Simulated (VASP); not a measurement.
Method: HSE06 screened hybrid with D3 dispersion (Becke-Johnson damping), VASP's PBE PAW potentials (set 64) (plane waves; VASP).

VASP ran on this input.

File POSCAR:
```
Ga2O3
1.0
  6.1623400000  -1.5292710000   0.0000000000
  6.1623400000   1.5292710000   0.0000000000
 -1.3891100000   0.0000000000   5.6706910000
Ga O
4 6
Cartesian
  3.2527724191  -0.0000000000   3.8859544216
  7.6827975809  -0.0000000000   1.7847365784
 10.9246069373   0.0000000000   1.1636825001
  0.0109630627   0.0000000000   4.5070084999
  5.1732650930  -0.0000000000   4.2152514479
  5.7623049070  -0.0000000000   1.4554395521
  9.5812286537   0.0000000000   2.4767877081
  1.3543413463  -0.0000000000   3.1939032919
  1.8757885035   0.0000000000   0.6189559226
  9.0597814965  -0.0000000000   5.0517350774
```

INCAR:
```
AEXX = 0.25
ALGO = Normal
EDIFF = 1E-6
ENCUT = 400
GGA = PE
HFSCREEN = 0.2
ISIF = 2
ISMEAR = 0
ISYM = 3
IVDW = 12
LASPH = T
LCHARG = F
LHFCALC = T
LMAXMIX = 4
LREAL = F
LWAVE = F
NELM = 100
PREC = Accurate
PRECFOCK = Fast
SIGMA = 0.01
SYSTEM = Ga2O3
```

**KPOINTS**
```
Regular mesh
0
Gamma
  5 5 3
```

POTCAR, in this order: Ga_d O (PBE.64 set). Program: vasp_std.

What VASP printed:

**stdout**
```
 POSCAR found type information on POSCAR GaO
 POSCAR found :  2 types and      10 ions
 Reading from existing POTCAR
 Reading from existing POTCAR

 -----------------------------------------------------------------------------
|                                                                             |
|     EEEEEEE  RRRRRR   RRRRRR   OOOOOOO  RRRRRR      ###     ###     ###     |
|     E        R     R  R     R  O     O  R     R     ###     ###     ###     |
|     E        R     R  R     R  O     O  R     R     ###     ###     ###     |
|     EEEEE    RRRRRR   RRRRRR   O     O  RRRRRR       #       #       #      |
|     E        R   R    R   R    O     O  R   R                               |
|     E        R    R   R    R   O     O  R    R      ###     ###     ###     |
|     EEEEEEE  R     R  R     R  OOOOOOO  R     R     ###     ###     ###     |
|                                                                             |
|     Unsupported xc functional, please specify VDW_S6, VDW_S8, VDW_A1        |
|     and VDW_A2 in the INCAR file.                                           |
|                                                                             |
|       ---->  I REFUSE TO CONTINUE WITH THIS SICK JOB ... BYE!!! <----       |
|                                                                             |
 -----------------------------------------------------------------------------
```

VASP stops with an error: Unsupported xc functional, please specify VDW_S6, VDW_S8, VDW_A1 and VDW_A2 in the INCAR file. ----> I REFUSE TO CONTINUE WITH THIS SICK JOB ... BYE!!! <----

The structure comes from a computed database's Ga2O3 entry; how it stands against other phases isn't given here. The cell was not relaxed at this level. The k-mesh is coarse (spacing up to 0.42 per Å, 2π included), so the numbers may not be converged in it. The run is one of a series of settings (AEXX = 0.25, HFSCREEN = 0.2, ISYM = 3, IVDW = 12, LHFCALC = .TRUE., PRECFOCK = Fast, KPOINTS 5×5×3 Γ-centred mesh against the base run), some of them coarse on purpose.
